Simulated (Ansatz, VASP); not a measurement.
# LaTe: VASP beside Ansatz, part 2 of 2

Wanted: the spread between two codes on one cell, functional and k mesh. The cell is taken from a series of runs on this material, whose earlier steps may have relaxed, scaled, displaced or heated it; both programs get it as it stands.

VASP 6.6.1 and Ansatz 0.2.0.

So far: The structure; Ansatz: zone-centre phonons, PBEsol.

### 3. VASP: zone-centre phonons, PBEsol

Level of this step: PBEsol; plane waves and PAW (La, Te) (VASP).

The same cell, functional, mesh and smearing now go to VASP, with its own data sets.

Lines of VASP's logs that name or quote its potential files are left out, and so is its time.

Contents of INCAR:

```
SYSTEM = LaTe
PREC = Accurate
ENCUT = 500
EDIFF = 1E-08
NELM = 200
ISMEAR = -1
SIGMA = 0.1
LREAL = .FALSE.
ALGO = Normal
GGA = PS
NBANDS = 14
LASPH = .TRUE.
LORBIT = 11
LWAVE = .FALSE.
LCHARG = .FALSE.
ISIF = 2
IBRION = 8
GGA_COMPAT = .FALSE.
LMAXMIX = 6
KPAR = 2
```

Contents of POSCAR:

```
LaTe
1.0
    0.0000000000      3.1965619706      3.1965619706
    3.1965619706      0.0000000000      3.1965619706
    3.1965619706      3.1965619706      0.0000000000
La Te
1 1
Direct
    0.0000000000      0.0000000000      0.0000000000
    0.5000000000      0.5000000000      0.5000000000
```

Contents of KPOINTS:

```
Automatic mesh
0
Gamma
16 16 16
0 0 0
```

PAW data sets: La and Te (PBE family, release 64).

The run is started by

```console
$ mpirun -np 2 vasp_std
```

Numbers of over 12 decimals in the logs are rounded to 6 here.

What it wrote:

```text
[banner, memory and clock lines left out]
running    2 mpi-ranks, on    1 nodes
 distrk:  each k-point on    1 cores,    2 groups
 distr:  one band on    1 cores,    1 groups

 POSCAR found type information on POSCAR LaTe
 POSCAR found :  2 types and       2 ions
|                                                                             |
|               ----> ADVICE to this user running VASP <----                  |
|                                                                             |
|     You enforced a specific xc type in the INCAR file but a different       |
|     [... a line on the potential file left out ...]
|     I HOPE YOU KNOW WHAT YOU ARE DOING!                                     |
|                                                                             |

 LDA part: xc-table for (Slater+PW92), standard interpolation
 POSCAR, INCAR and KPOINTS ok, starting setup
 FFT: planning ... GRIDC
 FFT: planning ... GRID_SOFT
 FFT: planning ... GRID
 WAVECAR not read
 entering main loop
       N       E                     dE             d eps       ncg     rms          rms(c)
DAV:   1     0.143598672195E+03    0.14360E+03   -0.56716E+03  4068   0.138E+03
DAV:   2     0.280741305466E+01   -0.14079E+03   -0.13403E+03  5388   0.215E+02
DAV:   3    -0.112434417974E+02   -0.14051E+02   -0.13638E+02  5794   0.107E+02
DAV:   4    -0.121161441419E+02   -0.87270E+00   -0.82970E+00  7676   0.200E+01
DAV:   5    -0.121528524549E+02   -0.36708E-01   -0.36248E-01  5742   0.385E+00    0.363E+00
DAV:   6    -0.121035631334E+02    0.49289E-01   -0.14734E-01  6616   0.390E+00    0.234E+00
DAV:   7    -0.120923145812E+02    0.11249E-01   -0.28981E-02  6548   0.137E+00    0.739E-01
DAV:   8    -0.120937902511E+02   -0.14757E-02   -0.10422E-02  6684   0.731E-01    0.158E-01
DAV:   9    -0.120946798183E+02   -0.88957E-03   -0.43021E-03  6468   0.433E-01    0.864E-02
DAV:  10    -0.120948026987E+02   -0.12288E-03   -0.52511E-04  7078   0.150E-01    0.569E-02
DAV:  11    -0.120949793309E+02   -0.17663E-03   -0.12573E-03  5548   0.248E-01    0.175E-02
DAV:  12    -0.120949783905E+02    0.94041E-06   -0.16720E-04  7674   0.139E-01    0.198E-02
DAV:  13    -0.120949892842E+02   -0.10894E-04   -0.72586E-05  5558   0.602E-02    0.473E-03
DAV:  14    -0.120949893156E+02   -0.31347E-07   -0.69216E-06  7204   0.281E-02    0.345E-03
DAV:  15    -0.120949892914E+02    0.24213E-07   -0.33399E-07  6448   0.388E-03    0.294E-03
DAV:  16    -0.120949892478E+02    0.43562E-07   -0.11172E-06  5916   0.787E-03    0.297E-04
DAV:  17    -0.120949892612E+02   -0.13379E-07   -0.73880E-08  6816   0.253E-03    0.447E-04
DAV:  18    -0.120949892377E+02    0.23519E-07   -0.67631E-09  4574   0.803E-04    0.136E-04
DAV:  19    -0.120949892333E+02    0.44042E-08   -0.11668E-09  4316   0.359E-04
   1 F= -.12094989E+02 E0= -.12073088E+02  d E =-.438032E-01
 Linear response reoptimize wavefunctions to high precision
DAV:   1    -0.120949892255E+02    0.77148E-08   -0.38728E-09  6658   0.519E-04
DAV:   2    -0.120949892256E+02   -0.14779E-10   -0.19912E-10  4334   0.747E-05
 Linear response DOF=           2
 Linear response progress:
  Degree of freedom:   1/  2
       N       E                     dE             d eps       ncg     rms          rms(c)
RMM:   1    -0.282877222600E+00   -0.28288E+00   -0.18554E-01 18421   0.169E+01
RMM:   2    -0.262173610346E+00    0.20704E-01   -0.75586E-02 16726   0.256E+00    0.787E-02
RMM:   3    -0.263590770104E+00   -0.14172E-02   -0.30249E-02 21983   0.121E+00    0.620E-02
RMM:   4    -0.265317753515E+00   -0.17270E-02   -0.91232E-03 24760   0.518E-01    0.598E-02
RMM:   5    -0.266583483843E+00   -0.12657E-02   -0.26262E-03 22403   0.292E-01    0.336E-02
RMM:   6    -0.267193839815E+00   -0.61036E-03   -0.12367E-03 25651   0.171E-01    0.239E-02
RMM:   7    -0.267300495170E+00   -0.10666E-03   -0.80050E-04 24547   0.116E-01    0.883E-03
RMM:   8    -0.267406317501E+00   -0.10582E-03   -0.19792E-04 25734   0.638E-02    0.655E-03
RMM:   9    -0.267563245531E+00   -0.15693E-03   -0.14061E-04 24890   0.463E-02    0.303E-03
RMM:  10    -0.267659688001E+00   -0.96442E-04   -0.54179E-05 25604   0.334E-02    0.151E-03
RMM:  11    -0.267615671373E+00    0.44017E-04   -0.29138E-05 25582   0.194E-02    0.235E-03
RMM:  12    -0.267632828711E+00   -0.17157E-04   -0.23196E-05 25314   0.152E-02    0.105E-03
RMM:  13    -0.267635701846E+00   -0.28731E-05   -0.14470E-05 25848   0.102E-02    0.119E-03
RMM:  14    -0.267650399265E+00   -0.14697E-04   -0.13475E-05 24506   0.837E-03    0.537E-04
[...]
RMM:  22    -0.267666243732E+00    0.50913E-06   -0.10545E-06 24479   0.241E-03    0.616E-05
RMM:  23    -0.267666849590E+00   -0.60586E-06   -0.72984E-07 24454   0.232E-03    0.276E-05
RMM:  24    -0.267667064447E+00   -0.21486E-06   -0.57650E-07 24786   0.224E-03    0.285E-05
RMM:  25    -0.267667242116E+00   -0.17767E-06   -0.41868E-07 24558   0.218E-03    0.271E-05
RMM:  26    -0.267667042413E+00    0.19970E-06   -0.33036E-07 24523   0.213E-03    0.567E-05
RMM:  27    -0.267667053641E+00   -0.11228E-07   -0.24881E-07 24675   0.210E-03    0.643E-05
RMM:  28    -0.267667140137E+00   -0.86495E-07   -0.20908E-07 24546   0.207E-03    0.636E-05
RMM:  29    -0.267667201097E+00   -0.60961E-07   -0.15898E-07 24821   0.206E-03    0.640E-05
 first order change of Fermi-energy  -0.71069E-04
 force on displaced ion       1 direction 1 :  -5.936   0.000   0.000
 Linear response progress:
  Degree of freedom:   2/  2
       N       E                     dE             d eps       ncg     rms          rms(c)
RMM:   1    -0.500256527452E-01   -0.50026E-01    0.38264E-02 24405   0.112E+00
RMM:   2    -0.485606195383E-01    0.14650E-02   -0.55719E-03 17650   0.605E-01    0.633E-02
RMM:   3    -0.489446374551E-01   -0.38402E-03   -0.18408E-03 22623   0.177E-01    0.536E-02
RMM:   4    -0.491120260056E-01   -0.16739E-03   -0.38127E-04 23214   0.772E-02    0.340E-02
RMM:   5    -0.493701301835E-01   -0.25810E-03   -0.11589E-04 21957   0.579E-02    0.507E-03
RMM:   6    -0.493569736417E-01    0.13157E-04   -0.29245E-05 24552   0.212E-02    0.499E-03
RMM:   7    -0.493702493082E-01   -0.13276E-04   -0.91832E-06 25726   0.104E-02    0.244E-03
RMM:   8    -0.493713320864E-01   -0.10828E-05   -0.21452E-06 25545   0.572E-03    0.142E-03
RMM:   9    -0.493756704978E-01   -0.43384E-05   -0.11565E-06 23837   0.390E-03    0.646E-04
RMM:  10    -0.493746099469E-01    0.10606E-05   -0.19289E-08 25284   0.231E-03    0.187E-04
RMM:  11    -0.493748706120E-01   -0.26067E-06   -0.16500E-06 24946   0.159E-03    0.452E-05
RMM:  12    -0.493753066441E-01   -0.43603E-06   -0.11174E-06 24701   0.120E-03    0.502E-05
RMM:  13    -0.493755157298E-01   -0.20909E-06   -0.71658E-07 23993   0.990E-04    0.284E-05
RMM:  14    -0.493754439867E-01    0.71743E-07   -0.41787E-07 24460   0.854E-04    0.842E-06
RMM:  15    -0.493754911432E-01   -0.47157E-07   -0.40746E-07 23825   0.785E-04    0.728E-06
RMM:  16    -0.493754621952E-01    0.28948E-07   -0.37867E-07 24136   0.745E-04    0.143E-05
RMM:  17    -0.493754656154E-01   -0.34201E-08   -0.23727E-07 23956   0.726E-04    0.970E-06
RMM:  18    -0.493755094883E-01   -0.43873E-07   -0.19714E-07 23912   0.718E-04    0.556E-06
RMM:  19    -0.493755097457E-01   -0.25740E-09   -0.14014E-07 24177   0.703E-04    0.534E-06
RMM:  20    -0.493755073600E-01    0.23857E-08   -0.11457E-07 23512   0.701E-04    0.683E-06
RMM:  21    -0.493755092787E-01   -0.19187E-08   -0.11022E-07 23516   0.693E-04    0.644E-06
RMM:  22    -0.493755119105E-01   -0.26318E-08   -0.82823E-08 23842   0.692E-04    0.587E-06
 first order change of Fermi-energy   0.88284E-04
 force on displaced ion       2 direction 1 :  -5.904   0.000   0.000
 Linear response finished
```

Parts of OUTCAR (step 3):

```text
ion  position               nearest neighbor table
   1  0.000  0.000  0.000-   2 3.20   2 3.20   2 3.20   2 3.20   2 3.20   2 3.20
   2  0.500  0.500  0.500-   1 3.20   1 3.20   1 3.20   1 3.20   1 3.20   1 3.20

  LATTYP: Found a face centered cubic cell.
 ALAT       =     6.3931239412

 Subroutine GETGRP returns: Found 48 space group operations
 (whereof 48 operations were pure point group operations)

The static configuration has the point symmetry O_h .

 Found    145 irreducible k-points:

   k-points           NKPTS =    145   k-points in BZ     NKDIM =    145   number of bands    NBANDS=     14

   dimension x,y,z NGX =    36 NGY =   36 NGZ =   36
   dimension x,y,z NGXF=    72 NGYF=   72 NGZF=   72

   ENCUT  =  500.0 eV  36.75 Ry    6.06 a.u.   8.24  8.24  8.24*2*pi/ulx,y,z

   NELECT =      17.0000    total number of electrons

 k-points in reciprocal lattice and weights: Automatic mesh
   0.00000000  0.00000000  0.00000000       0.000
   0.06250000  0.00000000  0.00000000       0.002
   0.12500000  0.00000000  0.00000000       0.002
   0.18750000  0.00000000  0.00000000       0.002
   0.25000000  0.00000000  0.00000000       0.002
   0.31250000  0.00000000  0.00000000       0.002
   0.37500000  0.00000000  0.00000000       0.002
   0.43750000  0.00000000  0.00000000       0.002
   0.50000000  0.00000000  0.00000000       0.001
[...]
-0.31250000  0.50000000  0.18750000       0.003
  -0.25000000  0.50000000  0.25000000       0.001

 average (electrostatic) potential at core
       1 -96.2177       2 -86.3692

  Total       -0.0171355     -0.0171355     -0.0171355      0.0000000      0.0000000      0.0000000
  in kB       -0.4202696     -0.4202696     -0.4202696      0.0000000      0.0000000      0.0000000
  external PRESSURE =      -0.4202696 kB  Pullay stress =       0.0000000 kB

  energy-cutoff  :      500.00
  volume of cell :       65.32
      direct lattice vectors                 reciprocal lattice vectors
     0.000000000  3.196561971  3.196561971    -0.156418053  0.156418053  0.156418053
     3.196561971  0.000000000  3.196561971     0.156418053 -0.156418053  0.156418053
     3.196561971  3.196561971  0.000000000     0.156418053  0.156418053 -0.156418053

 POSITION                                       TOTAL-FORCE (eV/Angst)
 -----------------------------------------------------------------------------------
      0.00000      0.00000      0.00000         0.000000      0.000000      0.000000
      3.19656      3.19656      3.19656         0.000000      0.000000     -0.000000
 -----------------------------------------------------------------------------------
    total drift:                                0.000000      0.000000      0.000000

 Eigenvectors and eigenvalues of the dynamical matrix
 ----------------------------------------------------

   1 f  =    4.664122 THz    29.305543 2PiTHz  155.578365 cm-1    19.289250 meV
             X         Y         Z           dx          dy          dz
      0.000000  0.000000  0.000000     0.000000    0.000000   -0.692936
      3.196562  3.196562  3.196562     0.000000    0.000000    0.720999

   2 f  =    4.664122 THz    29.305543 2PiTHz  155.578365 cm-1    19.289250 meV
             X         Y         Z           dx          dy          dz
      0.000000  0.000000  0.000000     0.000000   -0.692936   -0.000000
      3.196562  3.196562  3.196562    -0.000000    0.720999   -0.000000

   3 f  =    4.664122 THz    29.305543 2PiTHz  155.578365 cm-1    19.289250 meV
             X         Y         Z           dx          dy          dz
      0.000000  0.000000  0.000000    -0.692936    0.000000   -0.000000
      3.196562  3.196562  3.196562     0.720999    0.000000   -0.000000

   4 f/i=    0.006355 THz     0.039929 2PiTHz    0.211977 cm-1     0.026282 meV
             X         Y         Z           dx          dy          dz
      0.000000  0.000000  0.000000     0.565627    0.235186   -0.380254
      3.196562  3.196562  3.196562     0.543611    0.226032   -0.365454

   5 f/i=    0.006355 THz     0.039929 2PiTHz    0.211977 cm-1     0.026282 meV
             X         Y         Z           dx          dy          dz
      0.000000  0.000000  0.000000     0.212142   -0.680943   -0.105602
      3.196562  3.196562  3.196562     0.203885   -0.654440   -0.101492

   6 f/i=    0.006355 THz     0.039929 2PiTHz    0.211977 cm-1     0.026282 meV
             X         Y         Z           dx          dy          dz
      0.000000  0.000000  0.000000    -0.393576   -0.029038   -0.603402
      3.196562  3.196562  3.196562    -0.378257   -0.027908   -0.579917

 ELASTIC MODULI CONTR FROM IONIC RELAXATION (kBar)
 Direction    XX          YY          ZZ          XY          YZ          ZX
 --------------------------------------------------------------------------------
 XX           0.0000      0.0000      0.0000      0.0000      0.0000      0.0000
 YY           0.0000      0.0000      0.0000      0.0000      0.0000      0.0000
 ZZ           0.0000      0.0000      0.0000      0.0000      0.0000      0.0000
 XY           0.0000      0.0000      0.0000      0.0000      0.0000      0.0000
 YZ           0.0000      0.0000      0.0000      0.0000      0.0000      0.0000
 ZX           0.0000      0.0000      0.0000      0.0000      0.0000      0.0000
 --------------------------------------------------------------------------------
```

### 4. Side by side

Known differences besides the potentials themselves: the data sets hold 27 valence electrons in Ansatz (on its default PAW (the set named soft_2) files) and 17 in VASP; the cutoff is 420 eV in Ansatz and 500 eV in VASP; Ansatz makes its cores anew for this functional, VASP keeps those of its PBE data sets. Total energies have different zeros and are not compared.

Compared:

```
                  quantity  Ansatz   VASP  difference
optical mode 1 to 3 (cm⁻¹)   155.4  155.6     -0.11 %
```

Modes are paired by rising frequency, not by their patterns, so a pair may set unlike modes beside each other; they are those without the splitting of longitudinal modes.

### 5. Summary of results

```json
{
 "r.m.s. difference of the optical zone-centre modes, each program's sorted by frequency (zone-centre phonons, PBEsol)": "0.18 cm⁻¹"
}
```

**Reading.** The r.m.s. difference of the optical zone-centre modes, each program's sorted by frequency is 0.18 cm⁻¹ (zone-centre phonons, PBEsol). The data sets hold unlike numbers of valence electrons (27 in Ansatz and 17 in VASP), so part of the differences comes from the potentials. Such differences can come from data sets, numerical settings and the points named under the comparisons, not from the functional's error against experiment.

[Lines on the potential files, build, host, timing and source positions are cut from VASP's logs without a mark.]

[Logs are printed without paths, hosts, clocks, repeated set-up lines and the standing remarks that a program may print on its own settings, such as how far it seeks lower states.]

[Hosts, paths, dates, database ids (printed as entryN), source tags and the programs' standing remarks are cut or masked in the printed files.]
